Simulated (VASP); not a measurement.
Here is the system:

```
HgTb3
1.0
    4.71305     0.00000     0.00000
    0.00000     4.71305     0.00000
    0.00000     0.00000     4.71305
Tb Hg
3 1
Direct
  0.50000   0.00000   0.50000
  0.00000   0.50000   0.50000
  0.50000   0.50000   0.00000
  0.00000   0.00000   0.00000
```

Method: PBEsol GGA, VASP's PBE PAW potentials (set 64) (plane waves; VASP). Numerical set-up: 400 eV cut-off, 6×6×6 Γ-centred mesh, first-order Methfessel-Paxton smearing of 0.10 eV, potentials Tb_3 Hg.

The 4f electrons are frozen in the core of the lanthanide potential, so 4f levels, which can set the real gap, and their magnetism are missing. Unless said otherwise, spin-orbit coupling is left out, though it shifts the bands of the heavy elements here.

Q: Estimate the energy per atom (σ→0), band gap (on the k-mesh) with the smallest direct gap where there is one.

A: 
```yaml
band gap (on the k-mesh): none (metal, semimetal or under 0.01 eV)
energy per atom (σ→0): -4.117 eV/atom
```

Total energies compare only between runs with the same potentials, cut-off and functional.

The structure comes from a computed database's Tb3Hg entry (Pm-3m); how it stands against other phases isn't given here. It was relaxed first, which changed the volume by -7 %. The start is the result of an earlier pass. The electron count is odd and the run is not spin-polarised, which forces a metal.
